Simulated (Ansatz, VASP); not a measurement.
## FeSi2 (Linzhiite) in two plane-wave programs

Aim: how closely do two programs agree when they are given the same cell, functional and k mesh? The cell is taken from a series of runs on this material, whose earlier steps may have relaxed, scaled, displaced or heated it; both programs get it as it stands.

Program: Ansatz 0.2.0. Level of theory: plane waves, with VASP 6.6.1 beside it; zone-centre phonons at LDA. Results are calculated unless marked as measured.

### Step 1. Starting point

It takes space group P4/mmm (No. 123, tetragonal). The conventional cell has a = 2.576 Å, b = 2.576 Å, c = 4.966 Å, α = 90.00°, β = 90.00°, γ = 90.00°. Si has 1 Si at 2.24 Å and 4 Fe at 2.27 Å nearest. Nearest to Fe lie 8 Si at 2.27 Å. Farther neighbours are not listed.

### Step 2. VASP: zone-centre phonons, LDA

Second derivatives magnify differences that forces hide, and they need a tight electronic threshold.

Lines of VASP's logs that name or quote its potential files are left out, and so is its time.

INCAR reads:

```
SYSTEM = FeSi2
PREC = Accurate
ENCUT = 600
EDIFF = 1E-08
NELM = 120
ISMEAR = 1
SIGMA = 0.2
LREAL = .FALSE.
ALGO = Normal
GGA = CA
NBANDS = 14
LASPH = .TRUE.
LORBIT = 11
LWAVE = .FALSE.
LCHARG = .FALSE.
ISIF = 2
IBRION = 8
GGA_COMPAT = .FALSE.
KPAR = 2
```

POSCAR reads:

```
FeSi2
1.0
    2.5760757005      0.0000000000      0.0000000000
    0.0000000000      2.5760757005      0.0000000000
    0.0000000000      0.0000000000      4.9660423423
Si Fe
2 1
Direct
    0.5000000000      0.5000000000      0.2739681386
    0.5000000000      0.5000000000      0.7260318614
    0.0000000000      0.0000000000      0.0000000000
```

KPOINTS reads:

```
Automatic mesh
0
Gamma
16 16 8
0 0 0
```

Potentials, in the order of the species: Si and Fe (LDA family, release 64).

Command:

```sh
> mpirun -np 2 vasp_std
```

Numbers of over 12 decimals in the logs are rounded to 6 here.

Log:

```text
[banner, memory and clock lines left out]
running    2 mpi-ranks, on    1 nodes
 distrk:  each k-point on    1 cores,    2 groups
 distr:  one band on    1 cores,    1 groups

 POSCAR found type information on POSCAR SiFe
 POSCAR found :  2 types and       3 ions
 LDA part: xc-table for (Slater(with rela. corr.)+CA(PZ))
 , standard interpolation
 POSCAR, INCAR and KPOINTS ok, starting setup
 FFT: planning ... GRIDC
 FFT: planning ... GRID_SOFT
 FFT: planning ... GRID
 WAVECAR not read
 entering main loop
       N       E                     dE             d eps       ncg     rms          rms(c)
DAV:   1     0.695977571213E+02    0.69598E+02   -0.78816E+03  6348   0.136E+03
DAV:   2    -0.197552987232E+02   -0.89353E+02   -0.79299E+02  6384   0.241E+02
DAV:   3    -0.241471521044E+02   -0.43919E+01   -0.42106E+01  8606   0.591E+01
DAV:   4    -0.242527119844E+02   -0.10556E+00   -0.10542E+00  7146   0.846E+00
DAV:   5    -0.242556775925E+02   -0.29656E-02   -0.29648E-02  8752   0.152E+00    0.192E+01
DAV:   6    -0.254637820070E+02   -0.12081E+01   -0.13543E+01  8232   0.941E+01    0.141E+01
DAV:   7    -0.229994809819E+02    0.24643E+01   -0.10727E+01  8756   0.870E+01    0.722E+00
DAV:   8    -0.227064269063E+02    0.29305E+00   -0.52100E-01  8836   0.144E+01    0.168E+00
DAV:   9    -0.226810756684E+02    0.25351E-01   -0.60779E-02  9786   0.518E+00    0.603E-01
DAV:  10    -0.226794335860E+02    0.16421E-02   -0.45682E-03  8126   0.569E-01    0.108E-01
DAV:  11    -0.226793747330E+02    0.58853E-04   -0.39084E-04  7946   0.194E-01    0.641E-02
DAV:  12    -0.226793727518E+02    0.19811E-05   -0.36501E-05  8292   0.565E-02    0.411E-02
DAV:  13    -0.226793710993E+02    0.16526E-05   -0.85479E-06  8184   0.415E-02    0.111E-02
DAV:  14    -0.226793701682E+02    0.93108E-06   -0.10197E-06  9322   0.229E-02    0.453E-03
DAV:  15    -0.226793701877E+02   -0.19463E-07   -0.26008E-07  7656   0.366E-03    0.269E-03
DAV:  16    -0.226793701808E+02    0.68790E-08   -0.58267E-09  4778   0.129E-03
   1 F= -.22679370E+02 E0= -.22679716E+02  d E =0.103659E-02
 Linear response reoptimize wavefunctions to high precision
DAV:   1    -0.226793701785E+02    0.23228E-08   -0.96041E-09  9784   0.138E-03
DAV:   2    -0.226793701785E+02   -0.32287E-10   -0.27554E-10  4068   0.133E-04
 Linear response DOF=           4
 Linear response progress:
  Degree of freedom:   1/  4
       N       E                     dE             d eps       ncg     rms          rms(c)
RMM:   1    -0.127526158448E-01   -0.12753E-01   -0.43046E-03 35997   0.952E-01
RMM:   2    -0.116982105047E-01    0.10544E-02   -0.37366E-04 22018   0.454E-01    0.756E-02
RMM:   3    -0.117966217838E-01   -0.98411E-04   -0.32032E-04 27032   0.146E-01    0.418E-02
RMM:   4    -0.119268215518E-01   -0.13020E-03   -0.41438E-05 25156   0.611E-02    0.591E-03
RMM:   5    -0.119316272410E-01   -0.48057E-05   -0.10154E-05 28633   0.211E-02    0.328E-03
RMM:   6    -0.119077589590E-01    0.23868E-04   -0.15472E-06 26937   0.102E-02    0.169E-03
RMM:   7    -0.119178942546E-01   -0.10135E-04   -0.15782E-07 23923   0.470E-03    0.524E-04
RMM:   8    -0.119184384520E-01   -0.54420E-06   -0.31982E-08 26347   0.206E-03    0.213E-04
RMM:   9    -0.119189713068E-01   -0.53285E-06   -0.24255E-08 28018   0.760E-04    0.973E-05
RMM:  10    -0.119184508483E-01    0.52046E-06    0.47254E-10 27009   0.280E-04    0.257E-05
RMM:  11    -0.119185030323E-01   -0.52184E-07   -0.21371E-10 29370   0.908E-05    0.782E-06
RMM:  12    -0.119184937084E-01    0.93240E-08   -0.34545E-10 28453   0.314E-05    0.507E-06
 first order change of Fermi-energy   0.54596E-04
 force on displaced ion       1 direction 1 :  -6.510   0.000  -0.000
 Linear response progress:
  Degree of freedom:   2/  4
       N       E                     dE             d eps       ncg     rms          rms(c)
RMM:   1    -0.369773362065E-01   -0.36977E-01    0.11105E-01 14132   0.198E+00
RMM:   2    -0.339687864526E-01    0.30085E-02   -0.20298E-03  8561   0.807E-01    0.220E-01
RMM:   3    -0.343967422955E-01   -0.42796E-03   -0.19823E-03  7887   0.616E-01    0.272E-01
RMM:   4    -0.339762479179E-01    0.42049E-03   -0.84367E-04  7409   0.438E-01    0.914E-02
RMM:   5    -0.341201609260E-01   -0.14391E-03   -0.26531E-04 10362   0.119E-01    0.276E-02
RMM:   6    -0.341383708337E-01   -0.18210E-04   -0.20312E-05  9769   0.381E-02    0.118E-02
RMM:   7    -0.341537689938E-01   -0.15398E-04   -0.30942E-06  9165   0.205E-02    0.177E-03
RMM:   8    -0.341535946135E-01    0.17438E-06   -0.11244E-06 10738   0.806E-03    0.813E-04
RMM:   9    -0.341526696520E-01    0.92496E-06   -0.81416E-08 10491   0.233E-03    0.436E-04
RMM:  10    -0.341525236640E-01    0.14599E-06   -0.54604E-09 10808   0.677E-04    0.851E-05
RMM:  11    -0.341524686341E-01    0.55030E-07   -0.27894E-09 10448   0.257E-04    0.354E-05
RMM:  12    -0.341524393336E-01    0.29300E-07   -0.76331E-10 10878   0.983E-05    0.102E-05
RMM:  13    -0.341524347367E-01    0.45970E-08   -0.38047E-10 10786   0.433E-05    0.517E-06
 first order change of Fermi-energy  -0.18399E+00
 force on displaced ion       1 direction 3 :   0.000   0.000 -25.978
 Linear response progress:
  Degree of freedom:   3/  4
       N       E                     dE             d eps       ncg     rms          rms(c)
RMM:   1    -0.165786856472E+00   -0.16579E+00   -0.80713E-02 18263   0.305E+00
RMM:   2    -0.166371642892E+00   -0.58479E-03   -0.39544E-03 15409   0.727E-01    0.219E-01
RMM:   3    -0.166213063430E+00    0.15858E-03   -0.52685E-04 17870   0.163E-01    0.132E-01
RMM:   4    -0.166663825878E+00   -0.45076E-03   -0.37927E-04 18503   0.139E-01    0.107E-02
RMM:   5    -0.166604852947E+00    0.58973E-04   -0.10135E-05 18518   0.272E-02    0.668E-03
RMM:   6    -0.166596689662E+00    0.81633E-05   -0.84465E-07 15806   0.122E-02    0.480E-03
RMM:   7    -0.166592794676E+00    0.38950E-05   -0.32857E-07 14916   0.912E-03    0.716E-04
RMM:   8    -0.166588934902E+00    0.38598E-05   -0.12792E-07 19260   0.233E-03    0.335E-04
RMM:   9    -0.166589085101E+00   -0.15020E-06   -0.14761E-08 17421   0.976E-04    0.210E-04
RMM:  10    -0.166587914810E+00    0.11703E-05   -0.38068E-09 16908   0.503E-04    0.481E-05
RMM:  11    -0.166587839481E+00    0.75329E-07   -0.37461E-09 19647   0.202E-04    0.291E-05
RMM:  12    -0.166588003602E+00   -0.16412E-06   -0.31910E-09 19568   0.792E-05    0.391E-06
RMM:  13    -0.166587982698E+00    0.20904E-07   -0.31927E-09 20347   0.413E-05    0.175E-06
RMM:  14    -0.166587986877E+00   -0.41790E-08   -0.30361E-09 21422   0.332E-05    0.282E-07
 first order change of Fermi-energy   0.42069E-03
 force on displaced ion       3 direction 1 : -12.576   0.000   0.000
 Linear response progress:
  Degree of freedom:   4/  4
       N       E                     dE             d eps       ncg     rms          rms(c)
RMM:   1    -0.192317140067E+00   -0.19232E+00   -0.10349E-01 11027   0.272E+00
RMM:   2    -0.185173390980E+00    0.71437E-02   -0.34041E-03  7921   0.918E-01    0.251E-01
RMM:   3    -0.184088485074E+00    0.10849E-02   -0.23516E-03  9899   0.365E-01    0.129E-01
RMM:   4    -0.184234872096E+00   -0.14639E-03   -0.47059E-04 10250   0.119E-01    0.622E-02
RMM:   5    -0.184533959266E+00   -0.29909E-03   -0.13528E-04  9733   0.946E-02    0.887E-03
RMM:   6    -0.184549550026E+00   -0.15591E-04   -0.74186E-06  8775   0.294E-02    0.754E-03
RMM:   7    -0.184551893758E+00   -0.23437E-05   -0.25705E-06  9071   0.160E-02    0.326E-03
RMM:   8    -0.184539356045E+00    0.12538E-04   -0.91012E-07 10114   0.628E-03    0.789E-04
RMM:   9    -0.184540811738E+00   -0.14557E-05   -0.10851E-07 10019   0.253E-03    0.602E-04
RMM:  10    -0.184540383127E+00    0.42861E-06   -0.17356E-08 10743   0.694E-04    0.471E-04
RMM:  11    -0.184539785621E+00    0.59751E-06   -0.90076E-09 10379   0.531E-04    0.913E-05
RMM:  12    -0.184540236140E+00   -0.45052E-06   -0.49365E-09 10626   0.241E-04    0.518E-05
RMM:  13    -0.184540258206E+00   -0.22067E-07   -0.26705E-09 10180   0.126E-04    0.227E-05
RMM:  14    -0.184540297087E+00   -0.38880E-07   -0.27193E-09 11063   0.585E-05    0.840E-06
RMM:  15    -0.184540319852E+00   -0.22765E-07   -0.26503E-09 10790   0.449E-05    0.306E-06
RMM:  16    -0.184540317430E+00    0.24213E-08   -0.27014E-09 10520   0.344E-05    0.157E-06
 first order change of Fermi-energy   0.26935E-02
 force on displaced ion       3 direction 3 :   0.000  -0.000 -18.222
 Linear response finished
```

From OUTCAR (step 2):

```text
ion  position               nearest neighbor table
   1  0.500  0.500  0.274-   2 2.24   3 2.27   3 2.27   3 2.27   3 2.27   2 2.72
   2  0.500  0.500  0.726-   1 2.24   3 2.27   3 2.27   3 2.27   3 2.27   1 2.72
   3  0.000  0.000  0.000-   1 2.27   2 2.27   1 2.27   2 2.27   1 2.27   2 2.27   1 2.27   2 2.27

  LATTYP: Found a simple tetragonal cell.
 ALAT       =     2.5760757005
 C/A-ratio  =     1.9277548177

 Subroutine GETGRP returns: Found 16 space group operations
 (whereof 16 operations were pure point group operations)

The static configuration has the point symmetry D_4h.

 Found    225 irreducible k-points:

   k-points           NKPTS =    225   k-points in BZ     NKDIM =    225   number of bands    NBANDS=     14

   dimension x,y,z NGX =    24 NGY =   24 NGZ =   40
   dimension x,y,z NGXF=    48 NGYF=   48 NGZF=   80

   ENCUT  =  600.0 eV  44.10 Ry    6.64 a.u.   5.15  5.15  9.92*2*pi/ulx,y,z

   NELECT =      16.0000    total number of electrons

 k-points in reciprocal lattice and weights: Automatic mesh
   0.00000000  0.00000000  0.00000000       0.000
   0.06250000  0.00000000  0.00000000       0.002
   0.12500000  0.00000000  0.00000000       0.002
   0.18750000  0.00000000  0.00000000       0.002
   0.25000000  0.00000000  0.00000000       0.002
   0.31250000  0.00000000  0.00000000       0.002
   0.37500000  0.00000000  0.00000000       0.002
   0.43750000  0.00000000  0.00000000       0.002
   0.50000000  0.00000000  0.00000000       0.001
[...]
0.50000000  0.43750000  0.50000000       0.002
   0.50000000  0.50000000  0.50000000       0.000

 average (electrostatic) potential at core
       1 -79.8553       2 -79.8553       3 -38.5409

  Total        4.3753514      4.3753514      4.3657980      0.0000000      0.0000000      0.0000000
  in kB      212.7138943    212.7138943    212.2494434      0.0000000      0.0000000      0.0000000
  external PRESSURE =     212.5590773 kB  Pullay stress =       0.0000000 kB

  energy-cutoff  :      600.00
  volume of cell :       32.96
      direct lattice vectors                 reciprocal lattice vectors
     2.576075701  0.000000000  0.000000000     0.388187350  0.000000000  0.000000000
     0.000000000  2.576075701  0.000000000     0.000000000  0.388187350  0.000000000
     0.000000000  0.000000000  4.966042342     0.000000000  0.000000000  0.201367594

 POSITION                                       TOTAL-FORCE (eV/Angst)
 -----------------------------------------------------------------------------------
      1.28804      1.28804      1.36054         0.000000      0.000000      0.051286
      1.28804      1.28804      3.60550        -0.000000      0.000000     -0.051286
      0.00000      0.00000      0.00000         0.000000      0.000000      0.000000
 -----------------------------------------------------------------------------------
    total drift:                               -0.000000      0.000000     -0.000000

 Eigenvectors and eigenvalues of the dynamical matrix
 ----------------------------------------------------

   1 f  =   19.310667 THz   121.332497 2PiTHz  644.134505 cm-1    79.862464 meV
             X         Y         Z           dx          dy          dz
      1.288038  1.288038  1.360537     0.000000    0.000000    0.707107
      1.288038  1.288038  3.605505     0.000000   -0.000000   -0.707107
      0.000000  0.000000  0.000000    -0.000000    0.000000   -0.000000

   2 f  =   12.608429 THz    79.221098 2PiTHz  420.571934 cm-1    52.144251 meV
             X         Y         Z           dx          dy          dz
      1.288038  1.288038  1.360537     0.000000    0.000000    0.499194
      1.288038  1.288038  3.605505     0.000000    0.000000    0.499194
      0.000000  0.000000  0.000000    -0.000000   -0.000000   -0.708245

   3 f  =   10.477543 THz    65.832342 2PiTHz  349.493203 cm-1    43.331615 meV
             X         Y         Z           dx          dy          dz
      1.288038  1.288038  1.360537    -0.435863   -0.243640    0.000000
      1.288038  1.288038  3.605505    -0.435863   -0.243640   -0.000000
      0.000000  0.000000  0.000000     0.618040    0.345473   -0.000000

   4 f  =   10.477543 THz    65.832342 2PiTHz  349.493203 cm-1    43.331615 meV
             X         Y         Z           dx          dy          dz
      1.288038  1.288038  1.360537     0.243640   -0.435863   -0.000000
      1.288038  1.288038  3.605505     0.243640   -0.435863    0.000000
      0.000000  0.000000  0.000000    -0.345473    0.618040   -0.000000

   5 f  =    7.652614 THz    48.082792 2PiTHz  255.263728 cm-1    31.648654 meV
             X         Y         Z           dx          dy          dz
      1.288038  1.288038  1.360537     0.699136   -0.105870   -0.000000
      1.288038  1.288038  3.605505    -0.699136    0.105870    0.000000
      0.000000  0.000000  0.000000     0.000000    0.000000    0.000000

   6 f  =    7.652614 THz    48.082792 2PiTHz  255.263728 cm-1    31.648654 meV
             X         Y         Z           dx          dy          dz
      1.288038  1.288038  1.360537    -0.105870   -0.699136    0.000000
      1.288038  1.288038  3.605505     0.105870    0.699136   -0.000000
      0.000000  0.000000  0.000000    -0.000000   -0.000000    0.000000

   7 f/i=    0.001214 THz     0.007631 2PiTHz    0.040510 cm-1     0.005023 meV
             X         Y         Z           dx          dy          dz
      1.288038  1.288038  1.360537    -0.071052    0.495595   -0.000000
      1.288038  1.288038  3.605505    -0.071052    0.495595   -0.000000
      0.000000  0.000000  0.000000    -0.100217    0.699021   -0.000000

   8 f/i=    0.001214 THz     0.007631 2PiTHz    0.040510 cm-1     0.005023 meV
             X         Y         Z           dx          dy          dz
      1.288038  1.288038  1.360537     0.495595    0.071052   -0.000000
      1.288038  1.288038  3.605505     0.495595    0.071052   -0.000000
      0.000000  0.000000  0.000000     0.699021    0.100217   -0.000000

   9 f/i=    0.002132 THz     0.013398 2PiTHz    0.071130 cm-1     0.008819 meV
             X         Y         Z           dx          dy          dz
      1.288038  1.288038  1.360537    -0.000000   -0.000000   -0.500805
      1.288038  1.288038  3.605505    -0.000000   -0.000000   -0.500805
      0.000000  0.000000  0.000000    -0.000000   -0.000000   -0.705967

 ELASTIC MODULI CONTR FROM IONIC RELAXATION (kBar)
 Direction    XX          YY          ZZ          XY          YZ          ZX
 --------------------------------------------------------------------------------
 XX        -213.0380   -213.0380     94.4419      0.0000      0.0000     -0.0000
 YY        -213.0380   -213.0380     94.4419      0.0000      0.0000     -0.0000
 ZZ          94.4419     94.4419    -41.8670      0.0000     -0.0000      0.0000
 XY           0.0000      0.0000      0.0000      0.0000      0.0000      0.0000
 YZ           0.0000      0.0000     -0.0000      0.0000  -1072.9768      0.0000
 ZX          -0.0000     -0.0000      0.0000      0.0000      0.0000   -873.8017
 --------------------------------------------------------------------------------
```

This run has no spin polarisation, so a moment on Fe, if there is one, isn't seen.

(Part 1 of 2 ends here.)

[Lines on the potential files, build, host, timing and source positions are cut from VASP's logs without a mark.]

[Logs are printed without paths, hosts, clocks, repeated set-up lines and the standing remarks that a program may print on its own settings, such as how far it seeks lower states.]

[Hosts, paths, dates, database ids (printed as entryN), source tags and the programs' standing remarks are cut or masked in the printed files.]
